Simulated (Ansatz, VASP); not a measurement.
# Al (Al(100), 7 layers) in two plane-wave programs

Wanted: the spread between two codes on one cell, functional and k mesh. Of the first pair: The structure shown is the start of the Ansatz relaxation below; VASP solves that cell, so the two are compared at the walk's first step.

Calculated with Ansatz 0.2.0; plane waves, with VASP 6.6.1 beside it; PBE.

## (1) The structure

The cell holds 7 atoms: 7 Al. Cell: a = 2.864 Å, b = 2.864 Å, c = 28.150 Å, α = 90.0°, β = 90.0°, γ = 90.0°. Vacuum lies along c.

## (2) Ansatz: relaxation, PBE

Ansatz runs on its default PAW (the set named soft_2) files.

The two programs are compared at the cell with which this relaxation starts, whose forces are those of its first step.

Input file input.yaml:

```yaml
crystal:
  lattice:
    - [2.8637824638, 0.0, 0.0]
    - [0.0, 2.8637824638, 0.0]
    - [0.0, 0.0, 28.15]
  atoms:
    - { symbol: Al, position: [0.0, 0.0, 0.2841918295] }
    - { symbol: Al, position: [0.5, 0.5, 0.3561278863] }
    - { symbol: Al, position: [0.0, 0.0, 0.4280639432] }
    - { symbol: Al, position: [0.5, 0.5, 0.5] }
    - { symbol: Al, position: [0.0, 0.0, 0.5719360568] }
    - { symbol: Al, position: [0.5, 0.5, 0.6438721137] }
    - { symbol: Al, position: [0.0, 0.0, 0.7158081705] }
kpoints:
  mp_grid: { grid: [8, 8, 1] }
hamiltonian:
  xc: pbe
scf:
  occupations: { method: fermi_dirac, width: 0.1 }
  convergence: { dr2_threshold: 1.0e-08 }
efield:
  axis: 3
  dipole_correction: true
  ramp_position: 0.97
  ramp_width: 0.04
relax:
  f_tol: 0.01
  constraints: [{ sites: [2, 3, 4] }]
output:
  write_potential: true
  write_density: true
  volumetric_format: npy
```

Started as:

```
$ ansatz run input.yaml --threads 2 --pin off --max-ram 4096MiB --backend cpu --events-out ev --progress --plain --runs-dir out
```

Numbers of over 12 decimals in the logs are rounded to 6 here.

The program printed:

```text
Engine: ansatz 0.2.0, aarch64-unknown-linux-gnu
Pseudopotentials: kind: paw
Pseudopotential: Al, paw, valence charge 3, recommended cutoff 420 eV (normal), Al.paw.azcp
Functional definition: PBE
  parameter kappa = 0.804
  parameter beta = 0.066725
  exchange = pbe_x(kappa = kappa, mu = beta*pi^2/3)
  correlation = pbe_c(beta = beta)
Crystal: 7 atoms, lattice volume = 230.865 Å³
Basis set: ecut = 420 eV, 4491 PW (Γ), exchange–correlation on 40×40×384 points (8 copies of the dense FFT grid, shifted against one another)
Bands: 18, of which v1, the nominal top of the filled ones, is band 11 counted from 1 (10 counted from 0)
Symmetry: 8 space group operations
k-points: 15 of 64
Non-local potential: Al, projectors of the file, l = 0: 2, l = 1: 2, l = 2: 1
PAW form: soft (Blöchl's): semilocal exchange-correlation on the pseudo side does not see the compensation charge
PAW one-centre angular grid: Al, 110 points (default); XC on 64 Gauss nodes
Initial density: superposition of atomic densities (neutral atoms: chi_scale 0, normalization atom), corrected by the library's trained network
Initial wavefunctions: pseudopotential atomic-orbital guess
Functional: x = pbe(κ = 0.804, μ = 0.219515), c = pbe(β = 0.066725)
SCF iter   1: F=—  HF=-3761.588229 eV  |F-HF|=—  |Δ(HF+E_count)|=         —  Δρ=2.03e-3  dr2=1.76e-1  ethr=1.77e-3  p=-0.000 e·Å  D=-2.84e-4 V/Å  ΔV_dip=0.01 eV  dr2_dipole=1.38e-4  V_vac-E_F(+/−)=4.16/4.15 eV  ⟨swp⟩=8.5  Hψ=1931  notcnv=0
efield: sawtooth ramp at fractional position 0.9700 (set: `efield.ramp_position`, or a place that a band, a saddle search or an elastic batch's reference lends), width 0.0400; the density the first Hamiltonian is built on has a dipole p = -0.000 e·Å; the dipole correction subtracts the counter field D = -2.84e-4 V/Å, which shifts the + side's vacuum level by +0.01 eV against the − side's; the planar-averaged density in the ramp window peaks in size at 4.6e-5 e/Å³
preconditioner: auto → LDOS  [metal: Δε(μ)=0.088 eV  Ē_g=6.668 eV  σ=0.100 eV  W_gap=0.21  n_scr=16 (ndim 8)  ℏωp=11.2 eV  f_vac=0.402  D(μ)=3.13/eV (n_scr^D=14)  β→1.0]
SCF iter   2: F=—  HF=-3761.576563 eV  |F-HF|=—  |Δ(HF+E_count)|=   1.17e-2  Δρ=8.55e-4  dr2=9.95e-3  ethr=8.39e-4  p=-0.000 e·Å  D=-1.16e-6 V/Å  ΔV_dip=0.00 eV  dr2_dipole=1.22e-7  V_vac-E_F(+/−)=4.27/4.27 eV  ⟨swp⟩=1.5  Hψ=414  notcnv=0  defer=4
SCF iter   3: F=—  HF=-3761.576133 eV  |F-HF|=—  |Δ(HF+E_count)|=   4.30e-4  Δρ=1.48e-4  dr2=3.68e-4  ethr=4.74e-5  p=-0.000 e·Å  D=-2.04e-6 V/Å  ΔV_dip=0.00 eV  dr2_dipole=2.89e-7  V_vac-E_F(+/−)=4.26/4.26 eV  ⟨swp⟩=2.1  Hψ=349  notcnv=0  defer=4
SCF iter   4: F=—  HF=-3761.576164 eV  |F-HF|=—  |Δ(HF+E_count)|=   3.12e-5  Δρ=4.16e-5  dr2=6.70e-6  ethr=1.75e-6  p=-0.000 e·Å  D=-9.01e-7 V/Å  ΔV_dip=0.00 eV  dr2_dipole=3.65e-10  V_vac-E_F(+/−)=4.25/4.25 eV  ⟨swp⟩=2.2  Hψ=424  notcnv=0  defer=4
SCF iter   5: F=—  HF=-3761.576511 eV  |F-HF|=—  |Δ(HF+E_count)|=   3.47e-4  Δρ=1.56e-5  dr2=2.26e-6  ethr=3.19e-8  p=0.000 e·Å  D=1.39e-6 V/Å  ΔV_dip=-0.00 eV  dr2_dipole=8.77e-9  V_vac-E_F(+/−)=4.24/4.24 eV  ⟨swp⟩=2.6  Hψ=519  notcnv=0  defer=3
SCF iter   6: F=—  HF=-3761.576511 eV  |F-HF|=—  |Δ(HF+E_count)|=   2.12e-8  Δρ=3.24e-6  dr2=3.44e-8  ethr=1.08e-8  p=0.000 e·Å  D=2.44e-8 V/Å  ΔV_dip=-0.00 eV  dr2_dipole=8.34e-11  V_vac-E_F(+/−)=4.24/4.24 eV  ⟨swp⟩=2.4  Hψ=396  notcnv=0  defer=3
SCF iter   7: F=-3761.576511 eV  HF=-3761.576511 eV  |F-HF|=2.00e-9  |Δ(HF+E_count)|=   7.41e-8  Δρ=8.66e-7  dr2=5.26e-9  ethr=4.76e-11  p=0.000 e·Å  D=3.31e-7 V/Å  ΔV_dip=-0.00 eV  dr2_dipole=4.34e-11  V_vac-E_F(+/−)=4.24/4.24 eV  ⟨swp⟩=9.8  Hψ=1806  notcnv=0
SCF 1 converged in 7 iterations: F = -3761.576511 eV  dr2 = 5.26e-9
  greatest PAW one-centre occupation: 0.480 electrons in one spin orbital (limit 2), on the Al atom at site 0 (counted from 0), in its partial waves of l = 0
relax step   1: F+E_penalty+E_count = -3761.57651100 eV  Δ(F+E_penalty+E_count) = +0.000e0 eV  max|allowed force component| = 2.472e-1 eV/Å  Δτ_max = 0.0000 Å  (7 SCF iters, accepted)
[...]
relax step   2: F+E_penalty+E_count = -3761.58787602 eV  Δ(F+E_penalty+E_count) = -1.137e-2 eV  max|allowed force component| = 7.131e-2 eV/Å  Δτ_max = 0.0803 Å  (7 SCF iters, accepted)
[...]
relax step   3: F+E_penalty+E_count = -3761.58971694 eV  Δ(F+E_penalty+E_count) = -1.841e-3 eV  max|allowed force component| = 3.421e-3 eV/Å  Δτ_max = 0.0235 Å  (7 SCF iters, accepted)
NSCF: frozen V_eff on 15 k-points
the search or the solves at the SCF's close seem to have found levels that the self-consistency loop had missed (the run counts 1). By its estimate they hold under 1e-12 electrons; where the run keeps them, the occupations were computed again with them
SCF converged after 7 iterations
Free energy (F): -3761.589717 eV
Harris-Foulkes:  -3761.589717 eV  (|F-HF|=9.67e-10)
Internal energy: -3761.493707 eV  (E = F + TS)
E sigma→0 (E₀):  -3761.541712 eV
Entropy (-TS):   -0.096010 eV (-13.716 meV/atom)
Fermi energy:    1.872766 eV
Dipole field:    D = 0.000000 V/Å  (p = 0.000000 e·Å, saw-weighted, corrected)
Work function:   Φ+ = 4.2399 eV   Φ− = 4.2399 eV
Levels:          The Fermi level and band energies are counted from a zero that moves with the ramp; work functions are not
--- Per-component energies (eV) ---
  E_band       = -47.960767
  E_kinetic    = 154.200564
  E_local      = -5616.758971  (includes V_loc(G=0)·N_el)
  E_nonlocal   = 73.045551
  E_hartree    = 2782.875520
  E_xc         = -275.168638
  E_vxc        = -198.692969  (∫ρ·V_xc dr)
  E_paw        = -3271.186500  (= ΣΔE_a)
  E_vpaw       = -25.504750  (= ΣTr[D̂ρ^β])
  E_aug_tail   = -0.000015  (compensation charges beyond the density's cutoff)
  E_efield     = 0.000000  (sawtooth field / dipole correction)
  E_vefield    = -0.000001  (∫n·V_field dr)
  E_ewald      = 2391.498782
  E_smearing   = -0.096010  (= −TS)
  E_closure    = 0.000000  (closes the sum)
  Σ components = -3761.589717   (vs F -3761.589717, Δ=0.00e0)
--- Forces (eV/Å), atoms counted from 1 ---
  atom   1  Al    -0.00000000     0.00000000     0.00235380
  atom   2  Al    -0.00000000     0.00000000    -0.00342029
  atom   3  Al    -0.00000000     0.00000000    -0.01465875
  atom   4  Al     0.00000000     0.00000000     0.00000051
  atom   5  Al     0.00000000     0.00000000     0.01465802
  atom   6  Al     0.00000000     0.00000000     0.00342149
  atom   7  Al     0.00000000     0.00000000    -0.00235474
  max |Σ_I F_I| component: 5.20e-8 eV/Å
--- Band table (eV; the first three rows and the last of 15) ---
  k-point 0: bands = [... 7 lower, -0.3157, 2.2855, 4.1586, 5.4251, 6.2464, 6.4540, 7.2594, 7.5841, ... 3 higher]
  k-point 1: bands = [... 7 lower, -0.0554, 2.5356, 4.1037, 4.3157, 4.6766, 5.3654, 5.7172, 6.4078, ... 3 higher]
  k-point 2: bands = [... 7 lower, 0.7195, 0.7533, 1.2472, 2.0773, 3.1342, 3.3818, 4.4013, 5.2370, ... 3 higher]
  k-point 14: bands = [... 7 lower, 0.4377, 0.8862, 1.0003, 1.4547, 1.4547, 1.5762, 2.0716, 2.6751, ... 3 higher]
--- Relaxed structure (3 steps of the walk, 3 accepted, 0 SCFs on fresh bases) ---
  F+E_penalty+E_count = -3761.58971694 eV   max|allowed force component| = 3.421e-3 eV/Å
  atoms:
    - { symbol: Al, position: [0, 0.0, 0.284747] }
    - { symbol: Al, position: [0.5, 0.5, 0.358190] }
    - { symbol: Al, position: [0.0, 0.0, 0.4280639432] }
    - { symbol: Al, position: [0.5, 0.5, 0.500000] }
    - { symbol: Al, position: [0.0, 0.0, 0.5719360568] }
    - { symbol: Al, position: [0.5, 0.5, 0.641810] }
    - { symbol: Al, position: [0, 0.0, 0.715253] }
```

## (3) VASP: single point, PBE, start cell, pair 1

The same cell, functional, mesh and smearing now go to VASP, with its own data sets.

Lines of VASP's logs that name or quote its potential files are left out, and so is its time.

Input file INCAR:

```
SYSTEM = Al
PREC = Accurate
ENCUT = 400
EDIFF = 1E-06
NELM = 120
ISMEAR = -1
SIGMA = 0.1
LREAL = .FALSE.
ALGO = Normal
GGA = PE
NBANDS = 17
LORBIT = 11
LWAVE = .FALSE.
LCHARG = .FALSE.
ISIF = 2
LDIPOL = .TRUE.
IDIPOL = 3
DIPOL = 0.5 0.5 0.5
LVHAR = .TRUE.
LASPH = .TRUE.
GGA_COMPAT = .FALSE.
NELMDL = -8
KPAR = 2
```

Input file POSCAR:

```
Al
1.0
    2.8637824638      0.0000000000      0.0000000000
    0.0000000000      2.8637824638      0.0000000000
    0.0000000000      0.0000000000     28.1500000000
Al
7
Direct
    0.0000000000      0.0000000000      0.2841918295
    0.5000000000      0.5000000000      0.3561278863
    0.0000000000      0.0000000000      0.4280639432
    0.5000000000      0.5000000000      0.5000000000
    0.0000000000      0.0000000000      0.5719360568
    0.5000000000      0.5000000000      0.6438721137
    0.0000000000      0.0000000000      0.7158081705
```

Input file KPOINTS:

```
Automatic mesh
0
Gamma
8 8 1
0 0 0
```

Potentials, in the order of the species: Al (PBE family, release 64).

Started as:

```
$ mpirun -np 2 vasp_std
```

The program printed:

```text
[banner, memory and clock lines left out]
running    2 mpi-ranks, on    1 nodes
 distrk:  each k-point on    1 cores,    2 groups
 distr:  one band on    1 cores,    1 groups

 POSCAR found type information on POSCAR Al
 POSCAR found :  1 types and       7 ions
 LDA part: xc-table for (Slater+PW92), standard interpolation
 POSCAR, INCAR and KPOINTS ok, starting setup
 FFT: planning ... GRIDC
 FFT: planning ... GRID_SOFT
 FFT: planning ... GRID
 WAVECAR not read
 entering main loop
       N       E                     dE             d eps       ncg     rms          rms(c)
DAV:   1     0.437975295159E+02    0.43798E+02   -0.58176E+03   510   0.716E+02
DAV:   2    -0.233888651184E+02   -0.67186E+02   -0.64530E+02   698   0.127E+02
DAV:   3    -0.260210949560E+02   -0.26322E+01   -0.25410E+01   728   0.261E+01
DAV:   4    -0.261188795852E+02   -0.97785E-01   -0.97422E-01   827   0.566E+00
DAV:   5    -0.261229203185E+02   -0.40407E-02   -0.40305E-02   867   0.903E-01
DAV:   6    -0.261229926869E+02   -0.72368E-04   -0.72342E-04   836   0.128E-01
DAV:   7    -0.261229956097E+02   -0.29228E-05   -0.29206E-05   858   0.219E-02
DAV:   8    -0.261229956980E+02   -0.88373E-07   -0.88032E-07   596   0.389E-03    0.367E+00
DAV:   9    -0.261856327561E+02   -0.62637E-01   -0.11519E+01   642   0.116E+01    0.300E+00
DAV:  10    -0.253971464359E+02    0.78849E+00   -0.81330E+00   593   0.104E+01    0.172E+00
DAV:  11    -0.252907463227E+02    0.10640E+00   -0.49142E-01   639   0.291E+00    0.526E-01
DAV:  12    -0.252825906364E+02    0.81557E-02   -0.39077E-02   670   0.109E+00    0.279E-01
DAV:  13    -0.252814494098E+02    0.11412E-02   -0.28595E-03   655   0.282E-01    0.200E-01
DAV:  14    -0.252796934913E+02    0.17559E-02   -0.10797E-03   606   0.143E-01    0.722E-02
[...]
DAV:  18    -0.252796621129E+02   -0.17610E-03   -0.24087E-05   569   0.201E-02    0.631E-03
DAV:  19    -0.252797018886E+02   -0.39776E-04   -0.87260E-06   582   0.110E-02    0.332E-03
DAV:  20    -0.252797078806E+02   -0.59920E-05   -0.13180E-05   507   0.847E-03    0.187E-03
DAV:  21    -0.252797577242E+02   -0.49844E-04   -0.27081E-06   439   0.421E-03    0.111E-03
DAV:  22    -0.252798083884E+02   -0.50664E-04   -0.65928E-06   482   0.536E-03    0.607E-04
DAV:  23    -0.252798177810E+02   -0.93927E-05   -0.49705E-07   465   0.188E-03    0.404E-04
DAV:  24    -0.252798198490E+02   -0.20679E-05   -0.98168E-08   377   0.983E-04    0.302E-04
DAV:  25    -0.252798207403E+02   -0.89128E-06   -0.52671E-08   360   0.629E-04
   1 F= -.25279821E+02 E0= -.25227431E+02  d E =-.104780E+00
```

(Continued in part 2 of 2.)

[Lines on the potential files, build, host, timing and source positions are cut from VASP's logs without a mark.]

[Logs are printed without paths, hosts, clocks, repeated set-up lines and the standing remarks that a program may print on its own settings, such as how far it seeks lower states.]

[Hosts, paths, dates, database ids (printed as entryN), source tags and the programs' standing remarks are cut or masked in the printed files.]
